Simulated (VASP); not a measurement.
# HfC (Fm-3m): a series in biaxial strain in the (001) plane

Wanted: the elastic response of HfC to biaxial strain in the (001) plane, with a fit that predicts a row left out.

Calculated with VASP 6.6.1; PBEsol; plane waves and PAW (Hf_sv_GW, C); cell typed or built by script, in the first sound run; inputs show where later runs differ.

## Step 1: Set-up

It takes space group Fm-3m (No. 225, cubic). Conventional cell: a = 4.640 Å, b = 4.640 Å, c = 4.640 Å, α = 90.00°, β = 90.00°, γ = 90.00°. Nearest to Hf lie 6 C at 2.32 Å. C has 6 Hf at 2.32 Å nearest. Farther neighbours are not listed.

## Step 2: Relax the crystal, PBEsol

The series starts from the cell that this level prefers, so that zero strain is near zero stress.

This step took 2 runs in a row; the last is shown.

Level: PBEsol; plane waves and PAW (Hf_sv_GW, C); cell typed or built by script.

INCAR reads:

```
SYSTEM = HfC
PREC = Accurate
ENCUT = 600
EDIFF = 1E-07
NELM = 120
ISMEAR = 1
SIGMA = 0.15
LREAL = .FALSE.
ALGO = Normal
GGA = PS
NBANDS = 14
LASPH = .TRUE.
LORBIT = 11
LWAVE = .FALSE.
LCHARG = .FALSE.
KPAR = 8
IBRION = 2
NSW = 40
ISIF = 3
EDIFFG = -0.005
POTIM = 0.4
```

POSCAR reads:

```
HfC
1.0
    0.0000000000      2.3059103520      2.3059103520
    2.3059103520      0.0000000000      2.3059103520
    2.3059103520      2.3059103520      0.0000000000
Hf C
1 1
Direct
    0.0000000000      0.0000000000      0.0000000000
    0.5000000000      0.5000000000      0.5000000000
```

KPOINTS reads:

```
Automatic mesh
0
Gamma
19 19 19
0 0 0
```

PAW data sets: Hf_sv_GW and C (PBE family, release 64).

Launch:

```sh
mpirun -np 8 vasp_std
```

Log:

```text
[banner, memory and clock lines left out]
running    8 mpi-ranks, on    1 nodes
[...]
|                                                                             |
|           W    W    AA    RRRRR   N    N  II  N    N   GGGG   !!!           |
|           W    W   A  A   R    R  NN   N  II  NN   N  G    G  !!!           |
|           W    W  A    A  R    R  N N  N  II  N N  N  G       !!!           |
|           W WW W  AAAAAA  RRRRR   N  N N  II  N  N N  G  GGG   !            |
|           WW  WW  A    A  R   R   N   NN  II  N   NN  G    G                |
|           W    W  A    A  R    R  N    N  II  N    N   GGGG   !!!           |
|                                                                             |
|     For optimal performance we recommend to set                             |
|       NCORE = 2 up to number-of-cores-per-socket                            |
|     NCORE specifies how many cores store one orbital (NPAR=cpu/NCORE).      |
|     This setting can greatly improve the performance of VASP for DFT.       |
[...]
|     You enforced a specific xc type in the INCAR file but a different       |
|     [... a line on the potential file left out ...]
|     I HOPE YOU KNOW WHAT YOU ARE DOING!                                     |
|                                                                             |

 LDA part: xc-table for (Slater+PW92), standard interpolation
 POSCAR, INCAR and KPOINTS ok, starting setup
[...]
entering main loop
       N       E                     dE             d eps       ncg     rms          rms(c)
DAV:   1     0.824823827418E+02    0.82482E+02   -0.95768E+03  6160   0.125E+03
DAV:   2    -0.251183946786E+02   -0.10760E+03   -0.99372E+02  8152   0.271E+02
DAV:   3    -0.289998053702E+02   -0.38814E+01   -0.38547E+01  7654   0.522E+01
DAV:   4    -0.290140878381E+02   -0.14282E-01   -0.14276E-01  6988   0.369E+00
[...]
DAV:  13    -0.250011924603E+02    0.10994E-05   -0.46738E-06  7318   0.136E-02    0.399E-02
DAV:  14    -0.250011923139E+02    0.14633E-06   -0.39463E-07  6538   0.504E-03    0.137E-02
DAV:  15    -0.250011922582E+02    0.55731E-07   -0.45061E-08  3284   0.175E-03
   1 F= -.25001192E+02 E0= -.25001320E+02  d E =-.250012E+02
[...]
reached required accuracy - stopping structural energy minimisation
```

Elapsed: 21 s, on 8 MPI ranks of Intel Xeon Platinum 8488C (Sapphire Rapids), shared host; peak memory 2.1 GiB.

The logs omit lines about the potential files and the build; timing stands in the text.

Parts of OUTCAR (step 2):

```text
  Total       -0.0021639     -0.0021639     -0.0021639     -0.0000000      0.0000000      0.0000000
  in kB       -0.1413811     -0.1413811     -0.1413811     -0.0000000      0.0000000      0.0000000
  external PRESSURE =      -0.1413811 kB  Pullay stress =       0.0000000 kB

 POSITION                                       TOTAL-FORCE (eV/Angst)
 -----------------------------------------------------------------------------------
      0.00000      0.00000      0.00000         0.000000     -0.000000      0.000000
      2.30591      2.30591      2.30591        -0.000000      0.000000     -0.000000
 -----------------------------------------------------------------------------------
    total drift:                                0.000000      0.000000      0.000000

  FREE ENERGIE OF THE ION-ELECTRON SYSTEM (eV)
  ---------------------------------------------------
  free  energy   TOTEN  =       -25.0011922582 eV

  energy  without entropy=      -25.0015769706  energy(sigma->0) =      -25.00132050

 reached required accuracy - stopping structural energy minimisation

[... 3 further parts left out ...]
[key lines of the parts left out:]
E-fermi :   9.5605
```

Numbers from this step:

- energy(sigma→0) of the program: -25.0013 eV
- stress, compression positive: xx, yy, zz -0.01, -0.01, -0.01 GPa
- volume: 24.522 Å³
- ionic steps: 1

## Step 3: Strain along the normal, PBEsol

One member in full: the plane is strained by -0.5 %, and the strain along the normal is moved by secant steps until the normal stress is under 0.012 GPa or five steps are spent; the atoms relax at each step.

This step took 3 runs, each at a new trial strain with the atoms of the one before; the last is shown.

Level: PBEsol; plane waves and PAW (Hf_sv_GW, C); cell typed or built by script.

Changes to INCAR since step 2:

```diff
@@ -15,7 +15,7 @@
 LCHARG = .FALSE.
-KPAR = 8
-IBRION = 2
-NSW = 40
-ISIF = 3
-EDIFFG = -0.005
-POTIM = 0.4
+KPAR = 2
+IBRION = 1
+NSW = 25
+ISIF = 2
+EDIFFG = -0.004
+POTIM = 0.3
```

POSCAR reads:

```
HfC
1.0
    0.0000000000      2.2943808000      2.3102824980
    2.2943808000      0.0000000000      2.3102824980
    2.2943808000      2.2943808000      0.0000000000
Hf C
1 1
Direct
    0.0000000000      0.0000000000      0.0000000000
    0.5000000000      0.5000000000      0.5000000000
```

KPOINTS is that of step 2.

Launch:

```sh
mpirun -np 2 vasp_std
```

Log:

```text
[banner, memory and clock lines left out]
running    2 mpi-ranks, on    1 nodes
[...]
[... a notice as in an earlier step ...]

 LDA part: xc-table for (Slater+PW92), standard interpolation
 POSCAR, INCAR and KPOINTS ok, starting setup
[...]
entering main loop
       N       E                     dE             d eps       ncg     rms          rms(c)
DAV:   1     0.825838565681E+02    0.82584E+02   -0.96411E+03 15424   0.126E+03
DAV:   2    -0.252173904310E+02   -0.10780E+03   -0.99464E+02 20348   0.272E+02
DAV:   3    -0.289830628990E+02   -0.37657E+01   -0.37419E+01 19348   0.516E+01
DAV:   4    -0.289961411407E+02   -0.13078E-01   -0.13075E-01 17272   0.362E+00
[...]
DAV:  13    -0.249986035416E+02    0.10787E-05   -0.42937E-06 18376   0.132E-02    0.374E-02
DAV:  14    -0.249986034037E+02    0.13789E-06   -0.34655E-07 16258   0.482E-03    0.126E-02
DAV:  15    -0.249986033534E+02    0.50281E-07   -0.42363E-08  8222   0.168E-03
   1 F= -.24998603E+02 E0= -.24998707E+02  d E =-.249986E+02
 BRION: g(F)=  0.313E-62 g(S)=  0.000E+00
 reached required accuracy - stopping structural energy minimisation
```

Elapsed: 1.7 min, on 2 MPI ranks; peak memory 0.77 GiB.

Parts of OUTCAR (step 3):

```text
  Total        0.4818763      0.4818763      0.0000017      0.0000000      0.0000000     -0.0000000
  in kB       31.7409615     31.7409615      0.0001117      0.0000000      0.0000000     -0.0000000
  external PRESSURE =      21.1606782 kB  Pullay stress =       0.0000000 kB

 POSITION                                       TOTAL-FORCE (eV/Angst)
 -----------------------------------------------------------------------------------
      0.00000      0.00000      0.00000         0.000000     -0.000000     -0.000000
      2.29438      2.29438      2.31028        -0.000000      0.000000      0.000000
 -----------------------------------------------------------------------------------
    total drift:                                0.000000      0.000000      0.000000

  FREE ENERGIE OF THE ION-ELECTRON SYSTEM (eV)
  ---------------------------------------------------
  free  energy   TOTEN  =       -24.9986033534 eV

  energy  without entropy=      -24.9989146931  energy(sigma->0) =      -24.99870713

[... 1 part as in an earlier step ...]

[... 3 further parts left out ...]
[key lines of the parts left out:]
E-fermi :   9.6550
```

Read from the output:

- energy(sigma→0) of the program: -24.9987 eV
- stress, compression positive: xx, yy, zz 3.17, 3.17, 0.00 GPa
- ionic steps: 1

## Step 4: All members

The other members went through these steps as far as the tables show, with the same cutoff and, step by step, the same mesh; 24 runs are not shown. The session took 1.4 core hours (wall time by ranks) on a shared machine.

| in-plane strain (%) | strain along the normal (%) | in-plane stress, tension positive (GPa) | energy above the unstrained row, extrapolated to no smearing (meV/atom) |
| --- | --- | --- | --- |
| -2.000 | 0.793 | -13.848 | 20.718 |
| -1.500 | 0.588 | ? | ? |
| -1.000 | 0.386 | -6.542 | 5.114 |
| -0.500 | 0.190 | -3.174 | 1.306 |
| 0 | -0.003 | 0.011 | 0.000 |
| 0.500 | -0.190 | 3.021 | 1.075 |
| 1.000 | -0.379 | 5.851 | 4.412 |
| 1.500 | -0.565 | 8.512 | 9.880 |
| 2.000 | -0.751 | 11.006 | 17.368 |

## Step 5: Stress from the known rows

A least-squares parabola through the 8 rows shown, with e the strain in %: stress = − 0.3585 e² + 6.208 e + 0.01191 (GPa), r.m.s. residual 0.0089 GPa.

At e = -1.5 this predicts -10.107 GPa.

## Step 6: The withheld row

The calculation gives -10.097 GPa, so the prediction is 0.010 GPa too low, within twice the residual of the fit.

Slopes at zero strain, from cubics through all rows: strain ratio -0.381, stress over strain 619 GPa.

## Step 7: Results

```json
{"error of the predicted stress": "-0.010 GPa", "ratio of normal to in-plane strain": "-0.381", "biaxial modulus": "619 GPa"}
```

In words: As a check, the curvature of the energy gives 622 GPa for the same modulus (energy per volume = M × strain²), 1 % from the slope of the stress. The energy also has a linear term worth 0.12 GPa that the stress column lacks, a mark of the finite basis or of the smearing. These are static values: temperature and zero-point motion are left out. In a metal the slopes also depend on mesh and smearing, which were held through the series.

[Lines on the potential files, build, host, timing and source positions are cut from VASP's logs without a mark.]

[Logs are printed without paths, hosts, clocks, repeated set-up lines and the standing remarks that a program may print on its own settings, such as how far it seeks lower states.]

[Hosts, paths, dates, database ids (printed as entryN), source tags and the programs' standing remarks are cut or masked in the printed files.]

[In band tables of VASP the shares of atoms and orbitals are scaled to a sum of 1 inside the atoms' spheres.]
